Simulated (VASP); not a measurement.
# Be2ZnO3 (Cmc2_1) in VASP: single point with r2SCAN

Aim: the single point of Be2ZnO3 with r2SCAN.

All numbers are computed with VASP 6.6.1; they aren't measurements. Logs are shortened: lines on timing, memory, paths and dates and some standing lists are left out, and cuts for length are marked.

### Step 1. The crystal as given

Symmetry: Cmc2_1, No. 36, orthorhombic system. The conventional cell has a = 8.732 Å, b = 5.018 Å, c = 4.637 Å, α = 90.00°, β = 90.00°, γ = 90.00°. Around Be (site symmetry 1) lie 4 O at 1.66 to 1.68 Å. Around Zn (site symmetry m) lie 4 O at 1.99 to 2.02 Å. O (site symmetry 1) is surrounded by 3 Be at 1.66 to 1.68 Å. O (site symmetry m) is surrounded by 2 Be at 1.68 Å.

The cell was built by a generator and needn't be a form met in nature.

### Step 2. Single point, r2SCAN

Input file INCAR:

```
SYSTEM = Be2ZnO3
PREC = Accurate ; ENCUT = 520
EDIFF = 1E-6 ; ISMEAR = 0
SIGMA = 0.03 ; LREAL = .False.
LASPH = .True. ; NELM = 150
ALGO = Normal ; ISIF = 2
LWAVE = .False. ; LCHARG = .False.
METAGGA = R2SCAN ; LMIXTAU = .True.
NBANDS = 46 ; KPAR = 4
```

Input file KPOINTS:

```
Automatic mesh
0
Gamma
  6 6 6
  0 0 0
```

Input file POSCAR:

```
Be2ZnO3
1.0
    4.3659700000     -2.5090900000      0.0000000000
    4.3659700000      2.5090900000      0.0000000000
    0.0000000000      0.0000000000      4.6365100000
Be Zn O
4 2 6
Direct
    0.5140700000      0.8336680000      0.5050230000
    0.8336680000      0.5140700000      0.0050230000
    0.1663320000      0.4859300000      0.5050230000
    0.4859300000      0.1663320000      0.0050230000
    0.1798620000      0.8201380000      0.9954440000
    0.8201380000      0.1798620000      0.4954440000
    0.5489540000      0.8359660000      0.8646060000
    0.1640340000      0.4510460000      0.8646060000
    0.7830510000      0.2169490000      0.9300950000
    0.8359660000      0.5489540000      0.3646060000
    0.4510460000      0.1640340000      0.3646060000
    0.2169490000      0.7830510000      0.4300950000
```

Potentials or basis: VASP PAW PBE potentials, release 64 (Be, Zn, O).

Run with:

```bash
cat potpaw_PBE.64/Be/POTCAR potpaw_PBE.64/Zn/POTCAR potpaw_PBE.64/O/POTCAR > POTCAR
mpirun -np 4 vasp_std > vasp.out
```

OUTCAR:

```text
SYSTEM = Be2ZnO3
   PREC = Accurate
   ENCUT = 520
   EDIFF = 1E-6
   ISMEAR = 0
   LREAL = .False.
   LASPH = .True.
   NELM = 150
   ISIF = 2
   METAGGA = R2SCAN

 ion  position               nearest neighbor table
   1  0.514  0.834  0.505-  11 1.66  10 1.66  12 1.68   7 1.68
   2  0.834  0.514  0.005-   8 1.66   7 1.66   9 1.68  10 1.68
   3  0.166  0.486  0.505-  10 1.66  11 1.66  12 1.68   8 1.68
   4  0.486  0.166  0.005-   7 1.66   8 1.66   9 1.68  11 1.68
   5  0.180  0.820  0.995-   7 1.99   8 1.99   9 2.01  12 2.02   6 2.94   6 2.94
   6  0.820  0.180  0.495-  10 1.99  11 1.99  12 2.01   9 2.02   5 2.94   5 2.94
   7  0.549  0.836  0.865-   4 1.66   2 1.66   1 1.68   5 1.99
   8  0.164  0.451  0.865-   2 1.66   4 1.66   3 1.68   5 1.99
   9  0.783  0.217  0.930-   2 1.68   4 1.68   5 2.01   6 2.02
  10  0.836  0.549  0.365-   3 1.66   1 1.66   2 1.68   6 1.99
  11  0.451  0.164  0.365-   1 1.66   3 1.66   4 1.68   6 1.99
  12  0.217  0.783  0.430-   1 1.68   3 1.68   6 2.01   5 2.02

  LATTYP: Found a base centered orthorhombic cell.
 ALAT       =     5.0181800000
 B/A-ratio  =     1.7400611377
 C/A-ratio  =     0.9239425449

  Lattice vectors:

 A1 = (  -4.3659700000,  -2.5090900000,   0.0000000000)
 A2 = (   4.3659700000,  -2.5090900000,   0.0000000000)
 A3 = (   0.0000000000,   0.0000000000,   4.6365100000)

Analysis of symmetry for initial positions (statically):
=====================================================================
 Subroutine PRICEL returns:
 Original cell was already a primitive cell.

 Routine SETGRP: Setting up the symmetry group for a
 base centered orthorhombic supercell.

 Subroutine GETGRP returns: Found  4 space group operations
 (whereof  2 operations were pure point group operations)
 out of a pool of  8 trial point group operations.

The static configuration has the point symmetry C_1h.
 The point group associated with its full space group is C_2v.

Analysis of symmetry for dynamics (positions and initial velocities):
=====================================================================
 Subroutine PRICEL returns:
 Original cell was already a primitive cell.

 Routine SETGRP: Setting up the symmetry group for a
 base centered orthorhombic supercell.

 Subroutine GETGRP returns: Found  4 space group operations
 (whereof  2 operations were pure point group operations)
 out of a pool of  8 trial point group operations.

The dynamic configuration has the point symmetry C_1h.
 The point group associated with its full space group is C_2v.

 Subroutine INISYM returns: Found  4 space group operations
 (whereof  2 operations are pure point group operations),
 and found     1 'primitive' translations

----------------------------------------------------------------------------------------

                                     Primitive cell

  volume of cell :     101.5823

  direct lattice vectors                    reciprocal lattice vectors
     4.365970000 -2.509090000  0.000000000     0.114522088 -0.199275435  0.000000000
     4.365970000  2.509090000  0.000000000     0.114522088  0.199275435  0.000000000
     0.000000000  0.000000000  4.636510000     0.000000000  0.000000000  0.215679466

  length of vectors
     5.035595960  5.035595960  4.636510000     0.229839090  0.229839090  0.215679466

  position of ions in fractional coordinates (direct lattice)
     0.514070000  0.833668000  0.505023000
     0.833668000  0.514070000  0.005023000
     0.166332000  0.485930000  0.505023000
     0.485930000  0.166332000  0.005023000
     0.179862000  0.820138000  0.995444000
     0.820138000  0.179862000  0.495444000
     0.548954000  0.835966000  0.864606000
     0.164034000  0.451046000  0.864606000
     0.783051000  0.216949000  0.930095000
     0.835966000  0.548954000  0.364606000
     0.451046000  0.164034000  0.364606000
     0.216949000  0.783051000  0.430095000

  ion indices of the primitive-cell ions
   primitive index   ion index
                 1           1
                 2           2
                 3           3
                 4           4
                 5           5
                 6           6
                 7           7
                 8           8
                 9           9
                10          10
                11          11
                12          12

----------------------------------------------------------------------------------------

 KPOINTS: Automatic mesh

Automatic generation of k-mesh.
 Grid dimensions read from file:
 generate k-points for:    6    6    6

 Generating k-lattice:

  Cartesian coordinates                     Fractional coordinates (reciprocal lattice)
     0.019087015 -0.033212572  0.000000000     0.166666667  0.000000000  0.000000000
     0.019087015  0.033212572  0.000000000     0.000000000  0.166666667  0.000000000
     0.000000000  0.000000000  0.035946578     0.000000000  0.000000000  0.166666667

  Length of vectors
     0.038306515  0.038306515  0.035946578

  Shift w.r.t. Gamma in fractional coordinates (k-lattice)
     0.000000000  0.000000000  0.000000000

 Subroutine IBZKPT returns following result:
 ===========================================

 Found     52 irreducible k-points:

 Following reciprocal coordinates:
            Coordinates               Weight
  0.000000  0.000000  0.000000      1.000000
  0.166667 -0.000000  0.000000      4.000000
  0.333333  0.000000  0.000000      4.000000
  0.500000  0.000000  0.000000      2.000000
  0.166667  0.166667  0.000000      2.000000
  0.333333  0.166667  0.000000      4.000000
[... 16 lines left out ...]
  0.333333  0.333333  0.166667      4.000000
  0.500000  0.333333  0.166667      8.000000
 [... further k-points ...]
   k-points           NKPTS =     52   k-points in BZ     NKDIM =     52   number of bands    NBANDS=     46
   number of dos      NEDOS =    301   number of ions     NIONS =     12
   total plane-waves  NPLWV =  57600
   dimension x,y,z NGX =    40 NGY =   40 NGZ =   36
   dimension x,y,z NGXF=    80 NGYF=   80 NGZF=   72
   ions per type =               4   2   6
   NGX,Y,Z   is equivalent  to a cutoff of  13.21, 13.21, 12.91 a.u.
   NGXF,Y,Z  is equivalent  to a cutoff of  26.41, 26.41, 25.82 a.u.
 SYSTEM =  Be2ZnO3
   PREC   = accura    normal or accurate (medium, high low for compatibility)
   ISTART =      0    job   : 0-new  1-cont  2-samecut
   ICHARG =      2    charge: 1-file 2-atom 10-const
   ISPIN  =      1    spin polarized calculation?
   LNONCOLLINEAR =      F non collinear calculations
   LSORBIT =      F    spin-orbit coupling
   LASPH  =      T    aspherical Exc in radial PAW
   ENCUT  =  520.0 eV  38.22 Ry    6.18 a.u.   9.36  9.36  8.62*2*pi/ulx,y,z
   NELM   =    150;   NELMIN=  2; NELMDL= -5     # of ELM steps
   EDIFF  = 0.1E-05   stopping-criterion for ELM
   LREAL  =      F    real-space projection
   EDIFFG = 0.1E-04   stopping-criterion for IOM
   NSW    =      0    number of steps for IOM
   IBRION =     -1    ionic relax: 0-MD 1-quasi-New 2-CG
   NFREE  =      0    steps in history (QN), initial steepest desc. (CG)
   ISIF   =      2    stress and relaxation
   ISYM   =      2    0-nonsym 1-usesym 2-fastsym
   POTIM  = 0.5000    time-step for ionic-motion
   TEBEG  =    0.0;   TEEND  =   0.0 temperature during run
   PSTRESS=    0.0 pullay stress
   NELECT =      68.0000    total number of electrons
   NUPDOWN=      -1.0000    fix difference up-down
   EMIN   =  10.00;   EMAX   =-10.00  energy-range for DOS
   EFERMI =   0.00;   METHOD = LEGACY
   ISMEAR =     0;   SIGMA  =   0.03  broadening in eV -4-tet -1-fermi 0-gaus
   EFERMI_NEDOS =   21; number of points for ismear=-14 and -15
   IALGO  =     38    algorithm
   IMIX   =      4    mixing-type and parameters
     AMIX     =   0.40;   BMIX     =  1.00
     AMIX_MAG =   1.60;   BMIX_MAG =  1.00
  volume/ion in A,a.u.               =       8.47        57.13
  Fermi-wavevector in a.u.,A,eV,Ry     =   1.432095  2.706267 27.904124  2.050895
  Thomas-Fermi vector in A             =   2.551760
   LORBIT       =      0    0 simple, 1 ext, 2 COOP (PROOUT), +10 PAW based schemes
   METAGGA = R2SCAN    functional components
   LHFCALC =     F    Hartree Fock is set to
   AEXX    =    0.0000 exact exchange contribution
   IVDW    =     0    specifies the selected vdW correction
   LEPSILON=     F    determine dielectric tensor
   LRPA    =     F    only Hartree local field effects (RPA)
 non-spin polarized calculation
 Gauss-broadening in eV      SIGMA  =   0.03
  energy-cutoff  :      520.00
  volume of cell :      101.58
 maximum number of plane-waves:      2777
 NGX is ok and might be reduce to    40
   NGX = 19   NGY = 19   NGZ = 17

 number of electron      68.0000026 magnetization

 Free energy of the ion-electron system (eV)
  ---------------------------------------------------
  ext. energy  EPLUGINS =         0.00000000
  ---------------------------------------------------
  free energy    TOTEN  =      -101.20315285 eV

  energy without entropy =     -101.20315285  energy(sigma->0) =     -101.20315285

 E-fermi :   2.2539     XC(G=0): -11.8355

 val. band max:        2.0217568724   @ k =   0.1667   0.1667   0.5000
 cond. band min:       6.3220482217   @ k =   0.0000   0.0000   0.0000
 fundamental gap:      4.3002913493
 Fermi energy:         2.2538924816

 k-point     1 :       0.0000    0.0000    0.0000
  band No.  band energies     occupation
      1     -17.1903      2.00000
      2     -15.8264      2.00000
      3     -15.5871      2.00000
      4     -15.5586      2.00000
      5     -15.5485      2.00000
      6     -15.5274      2.00000
[... 38 lines left out ...]
     45      15.9206      0.00000
     46      16.4370      0.00000
[... 1086 lines left out ...]
      6     -15.4597      2.00000
[... 38 lines left out ...]
     45      16.0919      0.00000
     46      16.5551      0.00000

 [... further k-points ...]

------------------------ aborting loop because EDIFF is reached ----------------------------------------

  FORCE on cell =-STRESS in cart. coord.  units (eV):
  Direction    XX          YY          ZZ          XY          YZ          ZX
  --------------------------------------------------------------------------------------
  -------------------------------------------------------------------------------------
  Total       -3.2830036     -3.4208422     -3.4056874      0.0000000      0.0000000      0.0000000
  in kB      -51.7802046    -53.9542228    -53.7151977      0.0000000      0.0000000      0.0000000
  external PRESSURE =     -53.1498750 kB  Pullay stress =       0.0000000 kB

 VOLUME and BASIS-vectors are now :
 -----------------------------------------------------------------------------
  energy-cutoff  :      520.00
  volume of cell :      101.58
      direct lattice vectors                 reciprocal lattice vectors
     4.365970000 -2.509090000  0.000000000     0.114522088 -0.199275435  0.000000000
     4.365970000  2.509090000  0.000000000     0.114522088  0.199275435  0.000000000
     0.000000000  0.000000000  4.636510000     0.000000000  0.000000000  0.215679466

 POSITION                                       TOTAL-FORCE (eV/Angst)
 -----------------------------------------------------------------------------------
      5.88418      0.80190      2.34154         0.014778      0.003390     -0.007948
      5.88418     -0.80190      0.02329         0.014778     -0.003390     -0.007948
      2.84776      0.80190      2.34154        -0.014778      0.003390     -0.007948
      2.84776     -0.80190      0.02329        -0.014778     -0.003390     -0.007948
      4.36597      1.60651      4.61539         0.000000     -0.020357     -0.006086
      4.36597     -1.60651      2.29713         0.000000      0.020357     -0.006086
      6.04652      0.72014      4.00875        -0.119817      0.062756      0.054690
      2.68542      0.72014      4.00875         0.119817      0.062756      0.054690
      4.36597     -1.42040      4.31239         0.000000     -0.156096     -0.087398
      6.04652     -0.72014      1.69050        -0.119817     -0.062756      0.054690
      2.68542     -0.72014      1.69050         0.119817     -0.062756      0.054690
      4.36597      1.42040      1.99414         0.000000      0.156096     -0.087398
 -----------------------------------------------------------------------------------
    total drift:                                0.000001      0.000000     -0.000902

  FREE ENERGIE OF THE ION-ELECTRON SYSTEM (eV)
  ---------------------------------------------------
  free  energy   TOTEN  =      -101.2031528498 eV

  energy  without entropy=     -101.2031528498  energy(sigma->0) =     -101.20315285
```

Run time: 4.6 min. Hardware: 4 MPI ranks of Intel Xeon Platinum 8488C (Sapphire Rapids), shared host; peak memory 0.36 GiB.

What came out:

* Free energy: -101.2032 eV
* Pressure: -5.3 GPa
* Largest force: 0.179 eV/Å
* Band gap on the k mesh: 4.30 eV, indirect (least direct gap 4.35 eV)

Forces in eV/Å, atoms in the order of the input:
```
Be   0.015  0.003 -0.008
Be   0.015 -0.003 -0.008
Be  -0.015  0.003 -0.008
Be  -0.015 -0.003 -0.008
Zn   0.000 -0.020 -0.006
Zn   0.000  0.020 -0.006
O   -0.120  0.063  0.055
O    0.120  0.063  0.055
O    0.000 -0.156 -0.087
O   -0.120 -0.063  0.055
O    0.120 -0.063  0.055
O    0.000  0.156 -0.087
```

Caveat: the PAW data sets were made with another functional, which shifts forces and pressure a little.
